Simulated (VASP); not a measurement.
Data:

```
Bi
1.0
    4.04688    -2.23624    -0.01594
    4.04688     2.23624    -0.01594
    2.82564     0.00000     3.65978
Bi
2
Cartesian
  2.57582   0.00000   0.85580
  8.34358   0.00000   2.77210
```

These are PBE GGA with D3 dispersion (zero damping), VASP's PBE PAW potentials (set 64) (plane waves; VASP 6.6.1) values and carry that method's errors. Numerical set-up: 520 eV cut-off, 10×10×10 Γ-centred mesh, first-order Methfessel-Paxton smearing of 0.10 eV, potentials Bi_d.

The ions and cell shape at fixed volume are relaxed. Predict the relaxed structure.

```
Bi
1.0
    4.00285    -2.25071    -0.03937
    4.00285     2.25071    -0.03937
    2.77371     0.00000     3.66013
Bi
2
Direct
  0.23883   0.23883   0.23883
  0.76117   0.76117   0.76117
```
Space group R-3m (166), at a tolerance of 0.03 Å.

How much energy does the relaxation gain?

The energy (σ→0) changes by -4.8 meV/atom, in 6 ionic steps.

| step | E(σ→0) (eV) | max force (eV/Å) | pressure (GPa) | volume (Å³) |
|---|---|---|---|---|
| 1 | -8.3373 | 0.262 | 3.55 | 66.44 |
| 2 | -8.3429 | 0.151 | 3.26 | 66.44 |
| 3 | -8.3465 | 0.025 | 2.81 | 66.44 |
| 4 | -8.3465 | 0.015 | 2.83 | 66.44 |
| 5 | -8.3467 | 0.007 | 2.83 | 66.44 |
| 6 | -8.3468 | 0.001 | 2.82 | 66.44 |

The compound is Bi in the a7 structure. This cell is one point of a volume scan, at 0.94 of the reference volume. Symmetry was kept, so distortions that lower it aren't found.
